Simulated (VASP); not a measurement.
Data:

```xyz
9
Lattice="4.5839 0.0000 0.0000 -2.2919 3.9698 0.0000 0.0000 0.0000 6.5781" Properties=species:S:1:pos:R:3 pbc="T T T"
Si    -1.1649     3.3190     5.4818
Si     1.1271     0.6507     1.0964
Si     0.0000     1.3014     3.2891
Si     3.4568     0.6507     5.4818
Si     1.1649     3.3190     1.0964
Si     2.2919     2.6683     3.2891
Mo     2.2919     0.0000     3.2891
Mo     1.1460     1.9849     5.4818
Mo    -1.1460     1.9849     1.0964
```

These are r2SCAN meta-GGA, VASP's PBE PAW potentials (set 64) (plane waves; VASP) values and carry that method's errors. Run with 400 eV cut-off, 6×6×4 Γ-centred mesh, tetrahedra with Blöchl corrections, potentials Si Mo_sv.

The cores are frozen, which limits the accuracy of field gradients.

Question: Give the principal components of the electric field gradient (V/Å²) and the asymmetry η at each nucleus.

Answer: 
| atom | Vxx | Vyy | Vzz | η |
|---|---|---|---|---|
| Si1 | 14.8 | 1.5 | -16.3 | 0.81 |
| Si2 | 14.8 | 1.5 | -16.3 | 0.81 |
| Si3 | 14.8 | 1.5 | -16.3 | 0.81 |
| Si4 | 14.8 | 1.5 | -16.3 | 0.81 |
| Si5 | 14.8 | 1.5 | -16.3 | 0.81 |
| Si6 | 14.8 | 1.5 | -16.3 | 0.81 |
| Mo7 | 21.7 | 15.3 | -36.9 | 0.17 |
| Mo8 | 21.7 | 15.3 | -36.9 | 0.17 |
| Mo9 | 21.7 | 15.3 | -36.9 | 0.17 |

The structure comes from a computed database's Si2Mo entry (P6_222); how it stands against other phases isn't given here. It was relaxed first.
